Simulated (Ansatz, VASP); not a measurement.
# ZnO (zincite): VASP beside Ansatz, part 2 of 3

Wanted: the spread between two codes on one cell, functional and k mesh. The cell is taken from a series of runs on this material, whose earlier steps may have relaxed, scaled, displaced or heated it; both programs get it as it stands.

VASP 6.6.1 and Ansatz 0.2.0.

So far: Set-up; VASP: zone-centre phonons, PBE.

**2. VASP: zone-centre phonons, PBE (continued)**

Level of this step: PBE; plane waves and PAW (O, Zn) (VASP).

Parts of OUTCAR (step 2):

```text
ion  position               nearest neighbor table
   1  0.667  0.333  0.379-   3 1.93   3 1.93   3 1.93   4 1.94
   2  0.333  0.667  0.879-   4 1.93   4 1.93   4 1.93   3 1.94
   3  0.333  0.667  0.500-   1 1.93   1 1.93   1 1.93   2 1.94
   4  0.667  0.333  1.000-   2 1.93   2 1.93   2 1.93   1 1.94

  LATTYP: Found a hexagonal cell.
 ALAT       =     3.1673696605
 C/A-ratio  =     1.6131644494

 Subroutine GETGRP returns: Found 12 space group operations
 (whereof  6 operations were pure point group operations)

The static configuration has the point symmetry C_3v.
 The point group associated with its full space group is C_6v.

 Found    162 irreducible k-points:

   k-points           NKPTS =    162   k-points in BZ     NKDIM =    162   number of bands    NBANDS=     24

   dimension x,y,z NGX =    28 NGY =   28 NGZ =   42
   dimension x,y,z NGXF=    56 NGYF=   56 NGZF=   84

   ENCUT  =  600.0 eV  44.10 Ry    6.64 a.u.   6.33  6.33 10.20*2*pi/ulx,y,z

   NELECT =      36.0000    total number of electrons

 k-points in reciprocal lattice and weights: Automatic mesh
   0.00000000  0.00000000  0.00000000       0.000
   0.06666667 -0.00000000  0.00000000       0.003
   0.13333333  0.00000000  0.00000000       0.003
   0.20000000  0.00000000  0.00000000       0.003
   0.26666667  0.00000000  0.00000000       0.003
   0.33333333 -0.00000000  0.00000000       0.003
   0.40000000  0.00000000  0.00000000       0.003
   0.46666667  0.00000000  0.00000000       0.003
   0.06666667  0.06666667  0.00000000       0.003
[...]
-1.583684830  2.743022589  0.000000000     0.000000000  0.364561343  0.000000000
     0.000000000  0.000000000  5.109488135     0.000000000  0.000000000  0.195714321

 POSITION                                       TOTAL-FORCE (eV/Angst)
 -----------------------------------------------------------------------------------
      1.58368      0.91434      1.93677         0.000000     -0.000000     -0.000908
     -0.00000      1.82868      4.49152         0.000000      0.000000     -0.000908
     -0.00000      1.82868      2.55452        -0.000000      0.000000      0.000908
      1.58368      0.91434      5.10926         0.000000      0.000000      0.000908
 -----------------------------------------------------------------------------------
    total drift:                               -0.000000     -0.000000     -0.000571

 MACROSCOPIC STATIC DIELECTRIC TENSOR (including local field effects in DFT)
 ------------------------------------------------------
           4.893912     0.000000     0.000000
           0.000000     4.893912     0.000000
           0.000000     0.000000     4.915985
 ------------------------------------------------------

 PIEZOELECTRIC TENSOR (including local field effects)  for field in x, y, z        (C/m^2)
          XX          YY          ZZ          XY          YZ          ZX
  --------------------------------------------------------------------------------
  x     0.00000    -0.00000    -0.00000     0.00000     0.00000     0.40483
  y    -0.00000    -0.00000     0.00000    -0.00000     0.40483     0.00000
  z     0.37701     0.37701    -0.76851     0.00000    -0.00000     0.00000

 BORN EFFECTIVE CHARGES (including local field effects) (in |e|, cummulative output)
 ---------------------------------------------------------------------------------
 ion    1
    1    -2.07294    -0.00000     0.00000
    2    -0.00000    -2.07294     0.00000
    3    -0.00000    -0.00000    -2.12572
 ion    2
    1    -2.07294    -0.00000     0.00000
    2    -0.00000    -2.07294     0.00000
    3     0.00000     0.00000    -2.12572
 ion    3
    1     2.07294     0.00000     0.00000
    2     0.00000     2.07294     0.00000
    3     0.00000     0.00000     2.12572
 ion    4
    1     2.07294     0.00000     0.00000
    2     0.00000     2.07294     0.00000
    3     0.00000    -0.00000     2.12572

 Eigenvectors and eigenvalues of the dynamical matrix
 ----------------------------------------------------

   1 f  =   17.764370 THz   111.616831 2PiTHz  592.555615 cm-1    73.467500 meV
             X         Y         Z           dx          dy          dz
      1.583685  0.914341  1.936775     0.000000   -0.000000    0.693533
     -0.000000  1.828682  4.491519    -0.000000    0.000000   -0.693533
     -0.000000  1.828682  2.554516    -0.000000    0.000000    0.137885
      1.583685  0.914341  5.109260     0.000000   -0.000000   -0.137885

   2 f  =   14.756320 THz    92.716692 2PiTHz  492.217849 cm-1    61.027208 meV
             X         Y         Z           dx          dy          dz
      1.583685  0.914341  1.936775     0.314378    0.563912    0.000000
     -0.000000  1.828682  4.491519    -0.314378   -0.563912   -0.000000
     -0.000000  1.828682  2.554516    -0.140428   -0.251892   -0.000000
      1.583685  0.914341  5.109260     0.140428    0.251892    0.000000

   3 f  =   14.756320 THz    92.716692 2PiTHz  492.217849 cm-1    61.027208 meV
             X         Y         Z           dx          dy          dz
      1.583685  0.914341  1.936775     0.563912   -0.314378    0.000000
     -0.000000  1.828682  4.491519    -0.563912    0.314378    0.000000
     -0.000000  1.828682  2.554516    -0.251892    0.140428   -0.000000
      1.583685  0.914341  5.109260     0.251892   -0.140428   -0.000000

   4 f  =   13.647140 THz    85.747507 2PiTHz  455.219580 cm-1    56.440009 meV
             X         Y         Z           dx          dy          dz
      1.583685  0.914341  1.936775    -0.308619   -0.553591    0.000000
     -0.000000  1.828682  4.491519    -0.308619   -0.553591    0.000000
     -0.000000  1.828682  2.554516     0.152660    0.273836   -0.000000
      1.583685  0.914341  5.109260     0.152660    0.273836   -0.000000

   5 f  =   13.647140 THz    85.747507 2PiTHz  455.219580 cm-1    56.440009 meV
             X         Y         Z           dx          dy          dz
      1.583685  0.914341  1.936775     0.553591   -0.308619   -0.000000
     -0.000000  1.828682  4.491519     0.553591   -0.308619   -0.000000
     -0.000000  1.828682  2.554516    -0.273836    0.152660    0.000000
      1.583685  0.914341  5.109260    -0.273836    0.152660    0.000000

   6 f  =   13.035949 THz    81.907281 2PiTHz  434.832444 cm-1    53.912328 meV
             X         Y         Z           dx          dy          dz
      1.583685  0.914341  1.936775     0.000000   -0.000000    0.633941
     -0.000000  1.828682  4.491519     0.000000   -0.000000    0.633941
     -0.000000  1.828682  2.554516    -0.000000    0.000000   -0.313240
      1.583685  0.914341  5.109260    -0.000000   -0.000000   -0.313240

   7 f  =    8.047447 THz    50.563602 2PiTHz  268.433943 cm-1    33.281552 meV
             X         Y         Z           dx          dy          dz
      1.583685  0.914341  1.936775    -0.000000   -0.000000   -0.137885
     -0.000000  1.828682  4.491519    -0.000000   -0.000000    0.137885
     -0.000000  1.828682  2.554516     0.000000    0.000000    0.693533
      1.583685  0.914341  5.109260    -0.000000   -0.000000   -0.693533

   8 f  =    2.035260 THz    12.787916 2PiTHz   67.888968 cm-1     8.417155 meV
             X         Y         Z           dx          dy          dz
      1.583685  0.914341  1.936775    -0.140446   -0.251881   -0.000000
     -0.000000  1.828682  4.491519     0.140446    0.251881   -0.000000
     -0.000000  1.828682  2.554516    -0.314419   -0.563889   -0.000000
      1.583685  0.914341  5.109260     0.314419    0.563889   -0.000000

   9 f  =    2.035260 THz    12.787916 2PiTHz   67.888968 cm-1     8.417155 meV
             X         Y         Z           dx          dy          dz
      1.583685  0.914341  1.936775    -0.251881    0.140446   -0.000000
     -0.000000  1.828682  4.491519     0.251881   -0.140446   -0.000000
     -0.000000  1.828682  2.554516    -0.563889    0.314419   -0.000000
      1.583685  0.914341  5.109260     0.563889   -0.314419   -0.000000

  10 f/i=    0.000033 THz     0.000209 2PiTHz    0.001110 cm-1     0.000138 meV
             X         Y         Z           dx          dy          dz
      1.583685  0.914341  1.936775     0.207355    0.235150   -0.000000
     -0.000000  1.828682  4.491519     0.207355    0.235150   -0.000000
     -0.000000  1.828682  2.554516     0.419191    0.475382   -0.000000
      1.583685  0.914341  5.109260     0.419191    0.475382   -0.000000

  11 f/i=    0.000033 THz     0.000209 2PiTHz    0.001110 cm-1     0.000138 meV
             X         Y         Z           dx          dy          dz
      1.583685  0.914341  1.936775    -0.235150    0.207355   -0.000000
     -0.000000  1.828682  4.491519    -0.235150    0.207355   -0.000000
     -0.000000  1.828682  2.554516    -0.475382    0.419191   -0.000000
      1.583685  0.914341  5.109260    -0.475382    0.419191   -0.000000

  12 f/i=    0.005671 THz     0.035629 2PiTHz    0.189149 cm-1     0.023451 meV
             X         Y         Z           dx          dy          dz
      1.583685  0.914341  1.936775     0.000000    0.000000    0.313240
     -0.000000  1.828682  4.491519     0.000000    0.000000    0.313240
     -0.000000  1.828682  2.554516     0.000000    0.000000    0.633941
      1.583685  0.914341  5.109260     0.000000    0.000000    0.633941

 MACROSCOPIC STATIC DIELECTRIC TENSOR IONIC CONTRIBUTION
 ------------------------------------------------------
           3.576230     0.000000     0.000000
           0.000000     3.576230    -0.000000
           0.000000    -0.000000     4.124256
 ------------------------------------------------------

 ELASTIC MODULI CONTR FROM IONIC RELAXATION (kBar)
 Direction    XX          YY          ZZ          XY          YZ          ZX
 --------------------------------------------------------------------------------
 XX       -1250.9142    460.8008    782.3236     -0.0000     -0.0000     -0.0000
 YY         460.8008  -1250.9142    782.3236     -0.0000      0.0000      0.0000
 ZZ         782.3236    782.3236  -1549.2209      0.0000     -0.0000      0.0000
 XY          -0.0000     -0.0000      0.0000   -855.8575     -0.0000      0.0000
 YZ           0.0000      0.0000     -0.0000     -0.0000   -354.4312     -0.0000
 ZX          -0.0000      0.0000      0.0000      0.0000     -0.0000   -351.0981
 --------------------------------------------------------------------------------

 PIEZOELECTRIC TENSOR IONIC CONTR  for field in x, y, z        (C/m^2)
          XX          YY          ZZ          XY          YZ          ZX
  --------------------------------------------------------------------------------
  x    -0.00000     0.00000     0.00000     0.00000    -0.00000    -1.05439
  y     0.00000     0.00000    -0.00000    -0.00000    -1.05938    -0.00000
  z    -1.20109    -1.20109     2.37849    -0.00000     0.00000    -0.00000
```

[end of part 2 of 3]

[Lines on the potential files, build, host, timing and source positions are cut from VASP's logs without a mark.]

[Logs are printed without paths, hosts, clocks, repeated set-up lines and the standing remarks that a program may print on its own settings, such as how far it seeks lower states.]

[Hosts, paths, dates, database ids (printed as entryN), source tags and the programs' standing remarks are cut or masked in the printed files.]
